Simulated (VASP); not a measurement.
# TiSi2: the relaxed cell at several levels of theory, part 2 of 2

Which functional gives which lattice for TiSi2? The starting structure is a computed structure from the Materials Project. The first relaxation on each setting starts from this cell expanded by 3 % in volume.

VASP 6.6.1.

Results so far: PBEsol 13.91 Å³ an atom; LDA 13.61 Å³ an atom.

## 4. Relaxation with PBE

Level of this step: PBE; plane waves and PAW (Ti_sv, Si) (VASP).

PBE, the usual starting point, adds the gradient of the density. This run starts from the cell of an earlier relaxation, which isn't shown; the restart sets up the plane waves anew.

File INCAR:

```
SYSTEM = TiSi2
PREC = Accurate
ENCUT = 450
EDIFF = 1E-06
NELM = 100
ISMEAR = 1
SIGMA = 0.15
LREAL = .FALSE.
ALGO = Normal
GGA = PE
NBANDS = 26
LASPH = .TRUE.
LORBIT = 11
LWAVE = .FALSE.
LCHARG = .FALSE.
KPAR = 8
IBRION = 2
NSW = 50
ISIF = 3
EDIFFG = -0.006
```

File POSCAR:

```
TiSi2
1.0
    3.5485624393      0.0000000000      0.0000000000
    0.0000000000      0.0000000000      3.5783192295
    1.7742812196     -6.7764593513      0.0000000000
Ti Si
2 4
Direct
    0.8968251986      0.2500000000      0.2063496028
    0.1031748014      0.7500000000      0.7936503972
    0.2496280181      0.2500000000      0.5007439639
    0.7503719819      0.7500000000      0.4992560361
    0.5592297855      0.2500000000      0.8815404289
    0.4407702145      0.7500000000      0.1184595711
```

File KPOINTS:

```
Automatic mesh
0
Gamma
8 8 8
0 0 0
```

PAW data sets: Ti_sv and Si (PBE family, release 64).

Started as:

```console
$ mpirun -np 8 vasp_std
```

Output:

```text
[banner, memory and clock lines left out]
running    8 mpi-ranks, on    1 nodes
[...]
[... a notice as in an earlier step ...]

 LDA part: xc-table for (Slater+PW92), standard interpolation
 POSCAR, INCAR and KPOINTS ok, starting setup
[...]
entering main loop
       N       E                     dE             d eps       ncg     rms          rms(c)
DAV:   1     0.365150563388E+03    0.36515E+03   -0.17818E+04  5468   0.147E+03
DAV:   2     0.270564489251E+01   -0.36244E+03   -0.35620E+03  5474   0.438E+02
DAV:   3    -0.411874570413E+02   -0.43893E+02   -0.43253E+02  9416   0.125E+02
DAV:   4    -0.445110650459E+02   -0.33236E+01   -0.33101E+01  7640   0.319E+01
[...]
DAV:  11    -0.407480242143E+02    0.11878E-03   -0.25769E-03  7478   0.358E-01    0.330E-02
DAV:  12    -0.407480164060E+02    0.78084E-05   -0.22790E-04  7576   0.110E-01    0.927E-03
DAV:  13    -0.407480155591E+02    0.84683E-06   -0.80328E-06  6944   0.253E-02
   1 F= -.40748016E+02 E0= -.40748771E+02  d E =-.407480E+02
[...]
DAV:   7    -0.407479938029E+02   -0.41198E-05   -0.61113E-06  8004   0.107E-02    0.799E-04
DAV:   8    -0.407479937967E+02    0.62282E-08   -0.65793E-07  3576   0.511E-03
   2 F= -.40747994E+02 E0= -.40748745E+02  d E =0.217624E-04
 trial-energy change:    0.000022  1 .order    0.000000   -0.000117    0.000118
 step:   0.3709(harm=  0.4984)  dis= 0.00009  next Energy=   -40.748036 (dE=-0.206E-04)
[...]
N       E                     dE             d eps       ncg     rms          rms(c)
DAV:   1    -0.407484580700E+02   -0.46427E-03   -0.97945E-03  7598   0.110E+00    0.186E-01
DAV:   2    -0.407482015601E+02    0.25651E-03   -0.60098E-03  7530   0.604E-01    0.730E-02
DAV:   3    -0.407480377117E+02    0.16385E-03   -0.12876E-03  8064   0.236E-01    0.311E-02
DAV:   4    -0.407480275112E+02    0.10201E-04   -0.89504E-05  8210   0.648E-02    0.594E-03
DAV:   5    -0.407480300306E+02   -0.25194E-05   -0.13339E-05  8324   0.201E-02    0.694E-03
DAV:   6    -0.407480313644E+02   -0.13339E-05   -0.36652E-06  6640   0.818E-03    0.351E-03
DAV:   7    -0.407480313096E+02    0.54863E-07   -0.23830E-06  6130   0.674E-03
   3 F= -.40748031E+02 E0= -.40748785E+02  d E =-.157505E-04
[...]
reached required accuracy - stopping structural energy minimisation
```

Elapsed: 56 s, on 8 MPI ranks of AMD EPYC 7R43, shared host; peak memory 2.3 GiB; 7.4 min of CPU time.

OUTCAR, selected parts (step 4):

```text
  Total        0.0034438     -0.0010831      0.0185903     -0.0000000      0.0000000      0.0000000
  in kB        0.0641625     -0.0201786      0.3463601     -0.0000000      0.0000000      0.0000000
  external PRESSURE =       0.1301147 kB  Pullay stress =       0.0000000 kB

 POSITION                                       TOTAL-FORCE (eV/Angst)
 -----------------------------------------------------------------------------------
      3.54778     -1.39795      0.89441         0.000000      0.005291     -0.000000
      1.77389     -5.37713      2.68324        -0.000000     -0.005291     -0.000000
      1.77389     -3.39251      0.89441         0.000000      0.003228      0.000000
      3.54778     -3.38257      2.68324        -0.000000     -0.003228      0.000000
      3.54778     -5.97255      0.89441        -0.000000     -0.000267     -0.000000
      1.77389     -0.80252      2.68324         0.000000      0.000267     -0.000000
 -----------------------------------------------------------------------------------
    total drift:                               -0.000000      0.000000      0.000000

  FREE ENERGIE OF THE ION-ELECTRON SYSTEM (eV)
  ---------------------------------------------------
  free  energy   TOTEN  =       -40.7480313096 eV

  energy  without entropy=      -40.7502922024  energy(sigma->0) =      -40.74878494

[... 2 parts as in an earlier step ...]

[... 2 further parts left out ...]
[key lines of the parts left out:]
E-fermi :  10.4259
```

With PBE the relaxed cell holds 14.332 Å³ an atom, +1.09 % against the starting cell, with a = 3.548 Å, b = 13.550 Å and c = 3.578 Å. That is +3.03 % from PBEsol.

## 5. Relaxation with PBEsol + D3(BJ)

D3 with Becke-Johnson damping keeps a finite attraction at short range. This run starts from the cell of an earlier relaxation, which isn't shown; the restart sets up the plane waves anew.

Edit INCAR of step 4 so:

```diff
@@ -9,3 +9,4 @@
 ALGO = Normal
-GGA = PE
+GGA = PS
+IVDW = 12
 NBANDS = 26
```

File POSCAR:

```
TiSi2
1.0
    3.4767954927      0.0000000000      0.0000000000
    0.0000000000      0.0000000000      3.5202182601
    1.7383977463     -6.5396597114      0.0000000000
Ti Si
2 4
Direct
    0.8983458953      0.2500000000      0.2033082094
    0.1016541047      0.7500000000      0.7966917906
    0.2494299138      0.2500000000      0.5011401725
    0.7505700862      0.7500000000      0.4988598275
    0.5611691435      0.2500000000      0.8776617130
    0.4388308565      0.7500000000      0.1223382870
```

KPOINTS is that of step 4.

Started as:

```console
$ mpirun -np 8 vasp_std
```

Output:

```text
[banner, memory and clock lines left out]
running    8 mpi-ranks, on    1 nodes
[...]
[... a notice as in an earlier step ...]

 [... a notice as in an earlier step ...]

 LDA part: xc-table for (Slater+PW92), standard interpolation
 POSCAR, INCAR and KPOINTS ok, starting setup
[...]
entering main loop
       N       E                     dE             d eps       ncg     rms          rms(c)
DAV:   1     0.368440848949E+03    0.36844E+03   -0.17721E+04  5468   0.149E+03
DAV:   2    -0.259143006740E+00   -0.36870E+03   -0.36249E+03  5468   0.443E+02
DAV:   3    -0.441747520087E+02   -0.43916E+02   -0.43387E+02  9622   0.127E+02
DAV:   4    -0.471399766753E+02   -0.29652E+01   -0.29517E+01  7414   0.308E+01
[...]
DAV:  11    -0.436250477587E+02    0.92757E-04   -0.18622E-03  7432   0.327E-01    0.268E-02
DAV:  12    -0.436250415758E+02    0.61828E-05   -0.13983E-04  7988   0.856E-02    0.804E-03
DAV:  13    -0.436250414900E+02    0.85805E-07   -0.56524E-06  6276   0.222E-02
[...]
DAV:   5    -0.436219702079E+02   -0.38485E-05   -0.78832E-06  8006   0.171E-02    0.592E-03
DAV:   6    -0.436219740564E+02   -0.38485E-05   -0.48129E-06  7234   0.829E-03    0.291E-03
DAV:   7    -0.436219751998E+02   -0.11434E-05   -0.10197E-06  3872   0.529E-03    0.545E-04
DAV:   8    -0.436219752141E+02   -0.14367E-07   -0.42003E-07  3192   0.444E-03
   2 F= -.46734122E+02 E0= -.46734381E+02  d E =0.996612E-05
 trial-energy change:    0.000010  1 .order    0.000003   -0.000040    0.000046
 step:   0.3550(harm=  0.4647)  dis= 0.00005  next Energy=   -46.734139 (dE=-0.683E-05)
[...]
N       E                     dE             d eps       ncg     rms          rms(c)
DAV:   1    -0.436241072302E+02   -0.21320E-02   -0.34295E-03  7424   0.661E-01    0.112E-01
DAV:   2    -0.436240086289E+02    0.98601E-04   -0.17916E-03  7714   0.352E-01    0.376E-02
DAV:   3    -0.436239653198E+02    0.43309E-04   -0.32121E-04  7824   0.125E-01    0.190E-02
DAV:   4    -0.436239612536E+02    0.40662E-05   -0.31779E-05  8598   0.380E-02    0.410E-03
DAV:   5    -0.436239619699E+02   -0.71626E-06   -0.34155E-06  6568   0.113E-02
   3 F= -.46734137E+02 E0= -.46734395E+02  d E =-.502755E-05
[...]
reached required accuracy - stopping structural energy minimisation
```

The job ended after 45 s (8 MPI ranks; peak memory 2.1 GiB; 5.8 min of CPU time).

OUTCAR, selected parts (step 5):

```text
 Edisp (eV)   -3.11215

 Edisp (eV)   -3.11018

  Total       0.01914     0.01181     0.02399     0.00000     0.00000     0.00000
  in kB       0.38322     0.23656     0.48044     0.00000     0.00000     0.00000
  external pressure =        0.37 kB  Pullay stress =        0.00 kB

 POSITION                                       TOTAL-FORCE (eV/Angst)
 -----------------------------------------------------------------------------------
      3.47640     -1.32937      0.87996         0.000000      0.002074      0.000000
      1.73820     -5.20946      2.63989        -0.000000     -0.002074     -0.000000
      1.73820     -3.27682      0.87996         0.000000      0.002409      0.000000
      3.47640     -3.26201      2.63989        -0.000000     -0.002409     -0.000000
      3.47640     -5.73889      0.87996         0.000000      0.000885      0.000000
      1.73820     -0.79994      2.63989        -0.000000     -0.000885     -0.000000
 -----------------------------------------------------------------------------------
    total drift:                               -0.000000      0.000000     -0.000000

  FREE ENERGIE OF THE ION-ELECTRON SYSTEM (eV)
  ---------------------------------------------------
  free  energy   TOTEN  =       -46.7341374018 eV

  energy  without entropy=      -46.7349102918  energy(sigma->0) =      -46.73439503

[... 2 parts as in an earlier step ...]

[... 2 further parts left out ...]
[key lines of the parts left out:]
E-fermi :  11.2906
```

With PBEsol + D3(BJ) the relaxed cell holds 13.335 Å³ an atom, -5.95 % against the starting cell, with a = 3.476 Å, b = 13.078 Å and c = 3.520 Å. That is -4.14 % from PBEsol.

## 6. Relaxation with r2SCAN

r2SCAN adds the kinetic-energy density, costs more than a GGA and is run with LASPH. This run starts from the cell of an earlier relaxation, which isn't shown; the restart sets up the plane waves anew.

Edit INCAR of step 5 so:

```diff
@@ -9,6 +9,5 @@
 ALGO = Normal
-GGA = PS
-IVDW = 12
+METAGGA = R2SCAN
+LASPH = .TRUE.
 NBANDS = 26
-LASPH = .TRUE.
 LORBIT = 11
```

File POSCAR:

```
TiSi2
1.0
    3.5297967563      0.0000000000      0.0000000000
    0.0000000000      0.0000000000      3.5649416917
    1.7648983782     -6.7654128360      0.0000000000
Ti Si
2 4
Direct
    0.8967262398      0.2500000000      0.2065475204
    0.1032737602      0.7500000000      0.7934524796
    0.2496930636      0.2500000000      0.5006138728
    0.7503069364      0.7500000000      0.4993861272
    0.5582125953      0.2500000000      0.8835748093
    0.4417874047      0.7500000000      0.1164251907
```

KPOINTS is that of step 5.

Started as:

```console
$ mpirun -np 8 vasp_std
```

Output:

```text
[banner, memory and clock lines left out]
running    8 mpi-ranks, on    1 nodes
[...]
[... a notice as in an earlier step ...]

 [... a notice as in an earlier step ...]

 LDA part: xc-table for (None), standard interpolation
 POSCAR, INCAR and KPOINTS ok, starting setup
[...]
entering main loop
       N       E                     dE             d eps       ncg     rms          rms(c)
DAV:   1     0.355141683343E+03    0.35514E+03   -0.18345E+04  5460   0.153E+03
DAV:   2    -0.252399054634E+02   -0.38038E+03   -0.37414E+03  5500   0.455E+02
DAV:   3    -0.716889472812E+02   -0.46449E+02   -0.45755E+02  9724   0.131E+02
DAV:   4    -0.752578289085E+02   -0.35689E+01   -0.35481E+01  7456   0.336E+01
[...]
DAV:  12    -0.642668407389E+02    0.41283E-04   -0.35260E-04  7462   0.128E-01    0.180E-02
DAV:  13    -0.642668484999E+02   -0.77610E-05   -0.11936E-05  7896   0.273E-02    0.814E-03
DAV:  14    -0.642668486131E+02   -0.11320E-06   -0.20744E-06  5882   0.100E-02
   1 F= -.64266849E+02 E0= -.64267471E+02  d E =-.642668E+02
[...]
N       E                     dE             d eps       ncg     rms          rms(c)
DAV:   1    -0.642669071299E+02   -0.58630E-04   -0.27043E-03  6836   0.765E-01    0.689E-02
DAV:   2    -0.642668737006E+02    0.33429E-04   -0.71821E-04  7252   0.233E-01    0.236E-02
DAV:   3    -0.642668603217E+02    0.13379E-04   -0.92278E-05  8120   0.645E-02    0.136E-02
DAV:   4    -0.642668591652E+02    0.11564E-05   -0.16747E-05  9378   0.289E-02    0.507E-03
DAV:   5    -0.642668603456E+02   -0.11804E-05   -0.10496E-06  4564   0.747E-03    0.276E-03
DAV:   6    -0.642668618279E+02   -0.14823E-05   -0.75697E-07  3362   0.544E-03    0.861E-04
DAV:   7    -0.642668621767E+02   -0.34877E-06   -0.45805E-07  3206   0.433E-03
   2 F= -.64266862E+02 E0= -.64267484E+02  d E =-.135636E-04
 trial-energy change:   -0.000014  1 .order   -0.000013   -0.000020   -0.000006
 step:   1.4694(harm=  1.4694)  dis= 0.00046  next Energy=   -64.266863 (dE=-0.148E-04)
 reached required accuracy - stopping structural energy minimisation
```

Wall time 3 min (8 MPI ranks); peak memory 2 GiB; 23 min of CPU time.

OUTCAR, selected parts (step 6):

```text
  Total        0.0092030     -0.0117936      0.0058449      0.0000000      0.0000000      0.0000000
  in kB        0.1732696     -0.2220446      0.1100443      0.0000000      0.0000000      0.0000000
  external PRESSURE =       0.0204231 kB  Pullay stress =       0.0000000 kB

 POSITION                                       TOTAL-FORCE (eV/Angst)
 -----------------------------------------------------------------------------------
      3.52995     -1.39678      0.89101        -0.000000      0.004042     -0.000000
      1.76497     -5.36726      2.67303         0.000000     -0.004042      0.000000
      1.76497     -3.38625      0.89101         0.000000     -0.000424      0.000000
      3.52995     -3.37778      2.67303        -0.000000      0.000424     -0.000000
      3.52995     -5.97629      0.89101        -0.000000      0.005148     -0.000000
      1.76497     -0.78774      2.67303         0.000000     -0.005148      0.000000
 -----------------------------------------------------------------------------------
    total drift:                                0.000000     -0.000000      0.000000

  FREE ENERGIE OF THE ION-ELECTRON SYSTEM (eV)
  ---------------------------------------------------
  free  energy   TOTEN  =       -64.2668621767 eV

  energy  without entropy=      -64.2687271936  energy(sigma->0) =      -64.26748385

[... 2 parts as in an earlier step ...]

[... 2 further parts left out ...]
[key lines of the parts left out:]
E-fermi :  10.6200
```

With r2SCAN the relaxed cell holds 14.183 Å³ an atom, +0.03 % against the starting cell, with a = 3.530 Å, b = 13.528 Å and c = 3.564 Å. That is +1.96 % from PBEsol.

## 7. Relaxation with r2SCAN + rVV10

rVV10 adds a nonlocal correlation energy for dispersion. This run starts from the cell of an earlier relaxation, which isn't shown; the restart sets up the plane waves anew.

Edit INCAR of step 6 so:

```diff
@@ -10,2 +10,6 @@
 METAGGA = R2SCAN
+LUSE_VDW = .TRUE.
+IVDW_NL = 2
+BPARAM = 11.95
+CPARAM = 0.0093
 LASPH = .TRUE.
```

File POSCAR:

```
TiSi2
1.0
    3.5259696551      0.0000000000      0.0000000000
    0.0000000000      0.0000000000      3.5606019224
    1.7629848275     -6.7420400010      0.0000000000
Ti Si
2 4
Direct
    0.8969879545      0.2500000000      0.2060240910
    0.1030120455      0.7500000000      0.7939759090
    0.2496525747      0.2500000000      0.5006948506
    0.7503474253      0.7500000000      0.4993051494
    0.5585139692      0.2500000000      0.8829720617
    0.4414860308      0.7500000000      0.1170279383
```

KPOINTS is that of step 6.

Started as:

```console
$ mpirun -np 8 vasp_std
```

Output:

```text
[banner, memory and clock lines left out]
running    8 mpi-ranks, on    1 nodes
[...]
[... a notice as in an earlier step ...]

|                                                                             |
|               ----> ADVICE to this user running VASP <----                  |
|                                                                             |
|     You have switched on vdW-DFT.                                           |
|     This routine was written and supplied by Jiri Klimes. We recommend      |
|     that you carefully read and cite the following publications:            |
|       J. Klimes, D.R. Bowler, A. Michelides                                 |
|          J. Phys.: Cond Matt. 22 022201 (2010)                              |
|       J. Klimes, D.R. Bowler, A. Michelides                                 |
|          Phys. Rev. B. 83, 195131 (2011)                                    |
|     and references therein.                                                 |
[...]
Total rVV10 correction in eV:      0.6664698    45.4728829
Total rVV10 correction in eV:      0.6664698    45.4728829
Total rVV10 correction in eV:      0.6664698    45.4728829
DAV:  14    -0.635985991705E+02   -0.11184E-06   -0.18549E-06  5774   0.926E-03
Total rVV10 correction in eV:      0.6664790    45.4728829
Total rVV10 correction in eV:      0.6664790    45.4728829
Total rVV10 correction in eV:      0.6664790    45.4728829
Total rVV10 correction in eV:      0.6664790    45.4728829
Total rVV10 correction in eV:      0.6664790    45.4728829
Total rVV10 correction in eV:      0.6664790    45.4728829
Total rVV10 correction in eV:      0.6664790    45.4728829
Total rVV10 correction in eV:      0.6664790    45.4728829
Total rVV10 correction in eV:      0.6664710    45.4728829
Total rVV10 correction in eV:      0.6664710    45.4728829
Total rVV10 correction in eV:      0.6664710    45.4728829
Total rVV10 correction in eV:      0.6664710    45.4728829
Total rVV10 correction in eV:      0.6664710    45.4728829
Total rVV10 correction in eV:      0.6664710    45.4728829
Total rVV10 correction in eV:      0.6664710    45.4728829
Total rVV10 correction in eV:      0.6664710    45.4728829
   1 F= -.63598599E+02 E0= -.63599164E+02  d E =-.635986E+02
[...]
reached required accuracy - stopping structural energy minimisation
```

Run time: 2.7 min. Hardware: 8 MPI ranks; peak memory 3 GiB; 21 min of CPU time.

From OUTCAR (step 7):

```text
  Total       -0.0108875     -0.0240628      0.0002439     -0.0000000     -0.0000000      0.0000000
  in kB       -0.2060849     -0.4554743      0.0046168     -0.0000000     -0.0000000      0.0000000
  external PRESSURE =      -0.2189808 kB  Pullay stress =       0.0000000 kB

 POSITION                                       TOTAL-FORCE (eV/Angst)
 -----------------------------------------------------------------------------------
      3.52597     -1.38902      0.89015        -0.000000     -0.003288     -0.000000
      1.76298     -5.35302      2.67045         0.000000      0.003288     -0.000000
      1.76298     -3.37570      0.89015         0.000000      0.001775     -0.000000
      3.52597     -3.36634      2.67045        -0.000000     -0.001775     -0.000000
      3.52597     -5.95303      0.89015         0.000000      0.001934      0.000000
      1.76298     -0.78901      2.67045        -0.000000     -0.001934     -0.000000
 -----------------------------------------------------------------------------------
    total drift:                               -0.000000      0.000000      0.000000

  FREE ENERGIE OF THE ION-ELECTRON SYSTEM (eV)
  ---------------------------------------------------
  free  energy   TOTEN  =       -63.5985991705 eV

  energy  without entropy=      -63.6002945309  energy(sigma->0) =      -63.59916429

[... 2 parts as in an earlier step ...]

[... 2 further parts left out ...]
[key lines of the parts left out:]
E-fermi :  10.6854
```

With r2SCAN + rVV10 the relaxed cell holds 14.107 Å³ an atom, -0.50 % against the starting cell, with a = 3.526 Å, b = 13.484 Å and c = 3.561 Å. That is +1.41 % from PBEsol.

## 8. Comparison

```tsv
level	volume (Å³/atom)	against the starting cell (%)	a (Å)	b (Å)	c (Å)	pressure left (GPa)	core minutes
PBEsol	13.911	-1.89	3.518	13.3445	3.5558	0.03	26.4
LDA	13.612	-3.99	3.4884	13.2599	3.5314	0.01	28.7
PBE	14.332	1.09	3.5478	13.5502	3.5777	0.01	25.6
PBEsol + D3(BJ)	13.335	-5.95	3.4764	13.0777	3.5199	0.04	43.5
r2SCAN	14.183	0.03	3.5299	13.5281	3.564	0.0	122.0
r2SCAN + rVV10	14.107	-0.5	3.526	13.4841	3.5606	-0.02	186.0
```

Core minutes are wall time times ranks, summed over the relaxations behind a row (those for a bulk modulus apart), on shared hosts.

## 9. Outcome

| Item | Value |
| --- | --- |
| volume, PBEsol | 13.91 Å³/atom |
| volume, LDA | 13.61 Å³/atom |
| volume, PBE | 14.33 Å³/atom |
| volume, PBEsol + D3(BJ) | 13.34 Å³/atom |
| volume, r2SCAN | 14.18 Å³/atom |
| volume, r2SCAN + rVV10 | 14.11 Å³/atom |

In words: Across 6 levels the volume of TiSi2 spans 7.5 %, from 13.34 Å³ an atom (PBEsol + D3(BJ)) to 14.33 Å³ (PBE). Adding D3(BJ) to PBEsol changes the volume by -4.1 %. Adding rVV10 to r2SCAN changes the volume by -0.5 %. All runs keep the symmetry of the start, so they can't find a distortion of lower symmetry. Further runs on this material are not shown.

[Lines on the potential files, build, host, timing and source positions are cut from VASP's logs without a mark.]

[Logs are printed without paths, hosts, clocks, repeated set-up lines and the standing remarks that a program may print on its own settings, such as how far it seeks lower states.]

[Hosts, paths, dates, database ids (printed as entryN), source tags and the programs' standing remarks are cut or masked in the printed files.]
